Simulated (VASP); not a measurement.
These are optB86b-vdW, VASP's PBE PAW potentials (set 64) (plane waves; VASP) values and carry that method's errors.

The input files of a VASP run:

KPOINTS:
```
kpoints
0
Gamma
14 14 14
```

### INCAR
```
SYSTEM = TiC
PREC = Accurate
ENCUT = 520
EDIFF = 1E-7
NELM = 100
ALGO = Normal
LREAL = .FALSE.
LASPH = .TRUE.
ISMEAR = 1
SIGMA = 0.1
GGA = MK
PARAM1 = 0.1234
PARAM2 = 1.0
LUSE_VDW = .TRUE.
AGGAC = 0.0
LMAXMIX = 4
LWAVE = .FALSE.
LCHARG = .FALSE.
ISIF = 2
```

POSCAR:
```
TiC
3.084360
  0.0000000000   0.7071068465   0.7071068465
  0.7071068465   0.0000000000   0.7071068465
  0.7071068465   0.7071068465   0.0000000000
Ti C
1 1
Cart
  0.0000000000   0.0000000000   0.0000000000
  0.7071068465   0.7071068465   0.7071068465
```

POTCAR, in this order: Ti_sv C (PBE.64 set). Program: vasp_std.

Q: What will the output report for the number of irreducible k-points (NKPTS), largest plane-wave count, number of space-group operations, FFT grid (NGX, NGY, NGZ)?

A: 
| Quantity | Result |
|---|---|
| number of irreducible k-points (NKPTS) | 104 |
| largest plane-wave count | 568 |
| number of space-group operations | 48 |
| FFT grid (NGX, NGY, NGZ) | 24 × 24 × 24 |

The compound is TiC in the rock salt structure. This cell is one point of a volume scan, at 1.03 of the reference volume.
